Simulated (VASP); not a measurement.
Output of a VASP run:

File OSZICAR:
```
       N       E                     dE             d eps       ncg     rms          rms(c)
DAV:   1     0.119084220606E+03    0.11908E+03   -0.84519E+03   560   0.130E+03
DAV:   2    -0.648578599617E+01   -0.12557E+03   -0.12388E+03   560   0.364E+02
DAV:   3    -0.144744968540E+02   -0.79887E+01   -0.77305E+01   912   0.762E+01
DAV:   4    -0.146060931216E+02   -0.13160E+00   -0.13114E+00   782   0.922E+00
DAV:   5    -0.146083057766E+02   -0.22127E-02   -0.22111E-02   814   0.124E+00    0.914E+00
DAV:   6    -0.137379796500E+02    0.87033E+00   -0.46646E+00   928   0.254E+01    0.322E+00
DAV:   7    -0.136993579012E+02    0.38622E-01   -0.10204E-01   784   0.297E+00    0.191E+00
DAV:   8    -0.136827076533E+02    0.16650E-01   -0.40239E-02   908   0.194E+00    0.242E-01
DAV:   9    -0.136826004735E+02    0.10718E-03   -0.48500E-03   780   0.918E-01    0.151E-01
DAV:  10    -0.136824633887E+02    0.13708E-03   -0.71155E-04   924   0.343E-01    0.555E-02
DAV:  11    -0.136824824388E+02   -0.19050E-04   -0.12692E-04   940   0.971E-02    0.485E-02
DAV:  12    -0.136824602494E+02    0.22189E-04   -0.19960E-04   936   0.165E-01    0.641E-03
DAV:  13    -0.136824594956E+02    0.75373E-06   -0.88498E-06   806   0.336E-02
   1 F= -.13682459E+02 E0= -.13682198E+02  d E =-.136825E+02
       N       E                     dE             d eps       ncg     rms          rms(c)
DAV:   1    -0.137866582797E+02   -0.10420E+00   -0.26114E+00   680   0.252E+01    0.252E+00
DAV:   2    -0.137014575642E+02    0.85201E-01   -0.79526E-01   886   0.118E+01    0.506E-01
DAV:   3    -0.136909590164E+02    0.10499E-01   -0.44491E-02   928   0.184E+00    0.301E-01
DAV:   4    -0.136887455258E+02    0.22135E-02   -0.63643E-03   770   0.759E-01    0.110E-01
DAV:   5    -0.136887122839E+02    0.33242E-04   -0.80058E-04   896   0.322E-01    0.442E-02
DAV:   6    -0.136886770393E+02    0.35245E-04   -0.17667E-04   908   0.132E-01    0.128E-02
DAV:   7    -0.136886768389E+02    0.20033E-06   -0.29545E-06   586   0.118E-02
   2 F= -.13688677E+02 E0= -.13688402E+02  d E =-.621734E-02
       N       E                     dE             d eps       ncg     rms          rms(c)
DAV:   1    -0.136971409254E+02   -0.84639E-02   -0.20039E-01   680   0.702E+00    0.680E-01
DAV:   2    -0.136904881777E+02    0.66527E-02   -0.47681E-02   856   0.293E+00    0.131E-01
DAV:   3    -0.136899165219E+02    0.57166E-03   -0.21157E-03   890   0.382E-01    0.840E-02
DAV:   4    -0.136897550547E+02    0.16147E-03   -0.43269E-04   692   0.255E-01    0.347E-02
DAV:   5    -0.136897555730E+02   -0.51827E-06   -0.22481E-05   660   0.472E-02    0.374E-03
DAV:   6    -0.136897556168E+02   -0.43847E-07   -0.12299E-06   462   0.124E-02
   3 F= -.13689756E+02 E0= -.13689485E+02  d E =-.729612E-02
```

OUTCAR:
```
------------------------ aborting loop because EDIFF is reached ----------------------------------------
  FORCE on cell =-STRESS in cart. coord.  units (eV):
  Direction    XX          YY          ZZ          XY          YZ          ZX
  --------------------------------------------------------------------------------------
  Total        0.0002332      0.0002332      0.0002332     -0.0000000     -0.0000000     -0.0000000
  in kB        0.0054599      0.0054599      0.0054599     -0.0000000     -0.0000000     -0.0000000
  external PRESSURE =       0.0054599 kB  Pullay stress =       0.0000000 kB
  volume of cell :       68.43
      direct lattice vectors                 reciprocal lattice vectors
     4.090325857  0.000000000 -0.000000000     0.244479299 -0.000000000  0.000000000
     0.000000000  4.090325857  0.000000000    -0.000000000  0.244479299 -0.000000000
    -0.000000000  0.000000000  4.090325857     0.000000000 -0.000000000  0.244479299
 POSITION                                       TOTAL-FORCE (eV/Angst)
 -----------------------------------------------------------------------------------
      0.00000      0.00000      0.00000         0.000000      0.000000      0.000000
     -0.00000      2.04516      2.04516        -0.000000      0.000000      0.000000
      2.04516      0.00000      2.04516        -0.000000      0.000000      0.000000
      2.04516      2.04516      0.00000        -0.000000      0.000000      0.000000
 -----------------------------------------------------------------------------------
    total drift:                               -0.000000     -0.000000      0.000000
  FREE ENERGIE OF THE ION-ELECTRON SYSTEM (eV)
  ---------------------------------------------------
  free  energy   TOTEN  =       -13.6897556168 eV

  energy  without entropy=      -13.6889433658  energy(sigma->0) =      -13.68948487

 reached required accuracy - stopping structural energy minimisation
```
(Selected blocks of OUTCAR.)

POSCAR:
```
Al3Sc
1
    4.0638445191    -0.0000000000     0.0000000000
    0.0000000000     4.0638445191     0.0000000000
    0.0000000000     0.0000000000     4.0638445191
Sc Al
1 3
Direct
  0.0000000000   0.0000000000   0.0000000000
  0.0000000000   0.5000000000   0.5000000000
  0.5000000000   0.0000000000   0.5000000000
  0.5000000000   0.5000000000   0.0000000000
```

Problem. Write an INCAR and KPOINTS that could have produced this output.

Solution. This is not unique; one that fits is the input of the run itself, rev-vdW-DF2, plane waves, VASP's PBE PAW potentials (set 64).

**INCAR**
```
# general
SYSTEM   = Al3Sc
PREC     = Accurate
ENCUT    = 520   # plane-wave cut-off (eV)
LREAL    = F
LASPH    = T   # aspherical one-centre terms

# electronic loop
EDIFF    = 1E-6
NELM     = 100
ALGO     = Normal   # blocked Davidson
LMAXMIX  = 4   # l cut-off of mixed one-centre charges

# smearing
ISMEAR   = 1   # Methfessel-Paxton
SIGMA    = 0.1   # width (eV)

# functional
GGA      = MK
LUSE_VDW = T
AGGAC    = 0.0
PARAM1   = 0.1234568
PARAM2   = 0.7114
ZAB_VDW  = -1.8867

# ions
IBRION   = 2   # conjugate gradients
NSW      = 60
ISIF     = 3   # ions, shape and volume
EDIFFG   = -0.02   # ionic stop

# output
LWAVE    = F
LCHARG   = F
```

File KPOINTS:
```
K-points
0
gamma
7 7 7
0 0 0
```

POTCAR, in this order: Sc_sv Al (PBE.64 set). Program: vasp_std.

The compound is Al3Sc in the L1_2 structure. This run relaxes it. Symmetry was kept, so distortions that lower it aren't found. The start is the result of an earlier pass.
